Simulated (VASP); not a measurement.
Input:

```
SnSe2
1.0
    1.91164    -3.31106     0.00000
    1.91164     3.31106     0.00000
    0.00000     0.00000     6.16086
Sn Se
1 2
Direct
  0.00000   0.00000   0.00000
  0.33333   0.66667   0.25754
  0.66667   0.33333   0.74246
```

Level of theory: PBEsol GGA, VASP's PBE PAW potentials (set 64) (plane waves; VASP). Run with 500 eV cut-off, 7×7×4 Γ-centred mesh, Gaussian smearing of 0.050 eV, potentials Sn_d Se.

Energy and stress use the plane-wave basis of the starting cell. Without a dispersion term in the relaxation, distances and binding between the weakly bound layers, chains or molecules are unreliable, and so is what depends on them.

Problem. The ions, cell shape and volume at an external pressure of 5.0 GPa are relaxed. Which structure does the run end with?

Solution. 
```
SnSe2
1.0
    1.89282    -3.27846     0.00000
    1.89282     3.27846     0.00000
    0.00000     0.00000     5.45301
Sn Se
1 2
Direct
  0.00000   0.00000   0.00000
  0.33333   0.66667   0.29121
  0.66667   0.33333   0.70879
```
Space group P-3m1 (164), at a tolerance of 0.03 Å.

Problem. How do energy and volume change from the first to the last step?

Solution. The energy (σ→0) changes by +45.1 meV/atom and the volume by -13.2 %, in 14 ionic steps.

The compound is SnSe2 in the 1T layered structure. This run relaxes it under an external pressure of 5 GPa. Symmetry was kept, so distortions that lower it aren't found.
